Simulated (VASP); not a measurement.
Energy against volume of ZnO (wurtzite). Calculation: PW91 GGA, VASP's PBE PAW potentials (set 64) (plane waves; VASP). Settings: 520 eV cut-off, 8×8×4 Γ-centred mesh, Gaussian smearing of 0.050 eV, potentials Zn O.

Shape and ions are relaxed at each volume.

```
V (Å³/atom)  E (eV/atom)
-----------  -----------
11.594          -4.49200
11.964          -4.50859
12.334          -4.51433
12.704          -4.51086
```

Question: Fit these four points and predict the energy of the run at 13.074 Å³/atom.

Answer: A cubic in V^(−2/3), the third-order Birch-Murnaghan form, passes through the four points with V0 = 12.37 Å³/atom and B0 = 131 GPa, and gives -4.4996 eV/atom there. The run gave -4.4996 eV/atom, -0.0 meV/atom from the fit; all five points give B0 = 131 GPa.

The compound is ZnO in the wurtzite structure. It was relaxed first.
